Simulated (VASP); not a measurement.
All values below come from PBE GGA, VASP's PBE PAW potentials (set 64) (plane waves; VASP 6.6.1).

VASP ran on this input.

INCAR:
```
SYSTEM = MgS
PREC = Accurate
ENCUT = 400
EDIFF = 1E-6
NELM = 100
ALGO = Normal
LREAL = .FALSE.
LASPH = .TRUE.
ISMEAR = 0
SIGMA = 0.05
GGA = PE
LWAVE = .FALSE.
LCHARG = .FALSE.
ISIF = 2
```

File POSCAR:
```
MgS
1
    0.0000000000     2.5734610000     2.6758360000
    2.5287920000     0.0000000000     2.6758360000
    2.5287920000     2.5734610000     0.0000000000
Mg S
1 1
Direct
  0.0000000000   0.0000000000   0.0000000000
  0.4879580000   0.5120420000   0.5120420000
```

File KPOINTS:
```
Automatic mesh
0
Gamma
9 9 9
0 0 0
```

POTCAR, in this order: Mg S (PBE.64 set). Program: vasp_std.

Task: Estimate the energy per atom (σ→0), pressure, largest force.

Result: 
```yaml
energy per atom (σ→0): -4.235 eV/atom
pressure: 2.35 GPa
largest_force: 0.290 eV/Å
```

File OSZICAR:
```
...
DAV:   6    -0.851103645411E+01    0.36546E+00   -0.93274E-01  2048   0.482E+00    0.353E+00
DAV:   7    -0.846974296234E+01    0.41293E-01   -0.24120E-01  2576   0.263E+00    0.235E+00
DAV:   8    -0.846991301011E+01   -0.17005E-03   -0.13096E-02  2240   0.963E-01    0.908E-01
DAV:   9    -0.846973909542E+01    0.17391E-03   -0.55055E-04  2520   0.190E-01    0.265E-01
DAV:  10    -0.846977933127E+01   -0.40236E-04   -0.14040E-04  2824   0.791E-02    0.167E-02
DAV:  11    -0.846977674463E+01    0.25866E-05   -0.18410E-05  2416   0.223E-02    0.743E-03
DAV:  12    -0.846977680764E+01   -0.63003E-07   -0.40031E-07  1296   0.547E-03
   1 F= -.84697768E+01 E0= -.84697768E+01  d E =-.126711E-13
```

The compound is MgS in the rock salt structure. The cell was not relaxed at this level, atoms are displaced from their ideal sites. The run is one of a series of settings (KPOINTS 9×9×9 Γ-centred mesh against the base run), some of them coarse on purpose.
